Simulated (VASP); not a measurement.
OSZICAR of a VASP run on La (space group P6_3/mmc):

### OSZICAR
```
       N       E                     dE             d eps       ncg     rms          rms(c)
DAV:   1     0.218631749444E+03    0.21863E+03   -0.60303E+03  2528   0.130E+03
DAV:   2     0.210502826116E+02   -0.19758E+03   -0.19619E+03  3814   0.343E+02
DAV:   3    -0.607796346651E+01   -0.27128E+02   -0.26824E+02  4384   0.139E+02
DAV:   4    -0.941240823006E+01   -0.33344E+01   -0.32982E+01  5024   0.426E+01
DAV:   5    -0.970804079890E+01   -0.29563E+00   -0.29470E+00  4176   0.120E+01    0.327E+00
DAV:   6    -0.972777916232E+01   -0.19738E-01   -0.40056E-01  5032   0.522E+00    0.170E+00
DAV:   7    -0.972073844349E+01    0.70407E-02   -0.35429E-02  4544   0.164E+00    0.451E-01
DAV:   8    -0.972177601950E+01   -0.10376E-02   -0.68953E-03  4856   0.700E-01    0.128E-01
DAV:   9    -0.972204239139E+01   -0.26637E-03   -0.38728E-04  4960   0.152E-01    0.119E-01
DAV:  10    -0.972265914851E+01   -0.61676E-03   -0.28519E-03  4080   0.376E-01    0.213E-02
DAV:  11    -0.972270619508E+01   -0.47047E-04   -0.30230E-04  5040   0.140E-01    0.886E-03
DAV:  12    -0.972271272669E+01   -0.65316E-05   -0.16421E-05  4776   0.304E-02    0.432E-03
DAV:  13    -0.972271256705E+01    0.15964E-06   -0.81965E-06  4888   0.190E-02
   1 F= -.97227126E+01 E0= -.97067162E+01  d E =-.319928E-01
```

Which electronic solver shows in the log?

It is blocked Davidson (ALGO = Normal, or the opening steps of other solvers). The INCAR had ALGO = Normal.

Can the final energy be trusted as converged?

The run converged. It stopped with EDIFF = 1E-6, NELM = 100 (PBE GGA, plane waves, VASP's PBE PAW potentials (set 64)).

The structure was generated: La was put into an ordered model structure, which need not be its known phase. The cell was not relaxed at this level.
